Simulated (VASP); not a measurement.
Calculation: AM05 GGA, VASP's PBE PAW potentials (set 64) (plane waves; VASP 6.6.1).

The input files of a VASP run:

INCAR:
```
! general
SYSTEM  = Ag
PREC    = Accurate
ENCUT   = 520
LREAL   = .False.
LASPH   = .True.

! electronic loop
EDIFF   = 1E-7
NELM    = 100
ALGO    = Normal
LMAXMIX = 4

! smearing
ISMEAR  = 1
SIGMA   = 0.1

! functional
GGA     = AM

! ions
ISIF    = 2

! output
LWAVE   = .False.
LCHARG  = .False.
```

POSCAR:
```
Ag
1
    0.0000000000     2.0653340537     2.0653340537
    2.0653340537     0.0000000000     2.0653340537
    2.0653340537     2.0653340537     0.0000000000
Ag
1
Direct
  0.0000000000   0.0000000000   0.0000000000
```

File KPOINTS:
```
Automatic mesh
0
Gamma
15 15 15
0 0 0
```

POTCAR, in this order: Ag (PBE.64 set). Program: vasp_std.

Output

### OUTCAR
```
 ion  position               nearest neighbor table
   1  0.000  0.000  0.000-
  LATTYP: Found a face centered cubic cell.
 ALAT       =     4.1306681074
 Subroutine PRICEL returns:
 Original cell was already a primitive cell.
 Subroutine GETGRP returns: Found 48 space group operations
The static configuration has the point symmetry O_h .
The dynamic configuration has the point symmetry O_h .
 Subroutine INISYM returns: Found 48 space group operations
 Subroutine IBZKPT returns following result:
 Found    120 irreducible k-points:

 Following reciprocal coordinates:
            Coordinates               Weight
  0.000000  0.000000  0.000000      1.000000
  0.066667  0.000000  0.000000      8.000000
  0.133333  0.000000  0.000000      8.000000
  0.200000  0.000000  0.000000      8.000000
  0.266667  0.000000  0.000000      8.000000
  0.333333  0.000000  0.000000      8.000000
  0.400000  0.000000  0.000000      8.000000
  0.466667  0.000000  0.000000      8.000000
  0.066667  0.066667  0.000000      6.000000
  0.133333  0.066667  0.000000     24.000000
...
```

**OSZICAR**
```
       N       E                     dE             d eps       ncg     rms          rms(c)
DAV:   1     0.445547061543E+02    0.44555E+02   -0.57651E+03  2216   0.111E+03
DAV:   2    -0.289298789022E+01   -0.47448E+02   -0.45107E+02  2215   0.206E+02
DAV:   3    -0.329525016450E+01   -0.40226E+00   -0.40210E+00  2603   0.229E+01
DAV:   4    -0.329612752185E+01   -0.87736E-03   -0.87733E-03  2438   0.100E+00
DAV:   5    -0.329613313653E+01   -0.56147E-05   -0.56155E-05  2474   0.737E-02    0.501E+00
DAV:   6    -0.299764787696E+01    0.29849E+00   -0.14998E+00  2203   0.132E+01    0.313E+00
DAV:   7    -0.299012238732E+01    0.75255E-02   -0.86657E-03  2318   0.105E+00    0.179E+00
DAV:   8    -0.298692813839E+01    0.31942E-02   -0.71502E-04  2267   0.279E-01    0.649E-02
DAV:   9    -0.298693867207E+01   -0.10534E-04   -0.10518E-05  2539   0.334E-02    0.128E-02
DAV:  10    -0.298694307005E+01   -0.43980E-05   -0.32292E-06  2332   0.234E-02    0.244E-03
DAV:  11    -0.298694299749E+01    0.72559E-07   -0.88013E-08  1597   0.325E-03
   1 F= -.29869430E+01 E0= -.29868124E+01  d E =-.391782E-03
```

OUTCAR:
```
------------------------ aborting loop because EDIFF is reached ----------------------------------------
  FORCE on cell =-STRESS in cart. coord.  units (eV):
  Direction    XX          YY          ZZ          XY          YZ          ZX
  --------------------------------------------------------------------------------------
  Total       -0.6200710     -0.6200710     -0.6200710      0.0000000      0.0000000      0.0000000
  in kB      -56.3833752    -56.3833752    -56.3833752      0.0000000      0.0000000      0.0000000
  external PRESSURE =     -56.3833752 kB  Pullay stress =       0.0000000 kB
  volume of cell :       17.62
      direct lattice vectors                 reciprocal lattice vectors
     0.000000000  2.065334054  2.065334054    -0.242091588  0.242091588  0.242091588
     2.065334054  0.000000000  2.065334054     0.242091588 -0.242091588  0.242091588
     2.065334054  2.065334054  0.000000000     0.242091588  0.242091588 -0.242091588
 POSITION                                       TOTAL-FORCE (eV/Angst)
 -----------------------------------------------------------------------------------
      0.00000      0.00000      0.00000         0.000000      0.000000      0.000000
 -----------------------------------------------------------------------------------
    total drift:                               -0.000000      0.000000     -0.000000
  FREE ENERGIE OF THE ION-ELECTRON SYSTEM (eV)
  ---------------------------------------------------
  free  energy   TOTEN  =        -2.9869429975 eV

  energy  without entropy=       -2.9865512153  energy(sigma->0) =       -2.98681240
```
(Selected blocks of OUTCAR.)

The compound is Ag in the fcc structure. This cell is one point of a volume scan, at 1.06 of the reference volume.
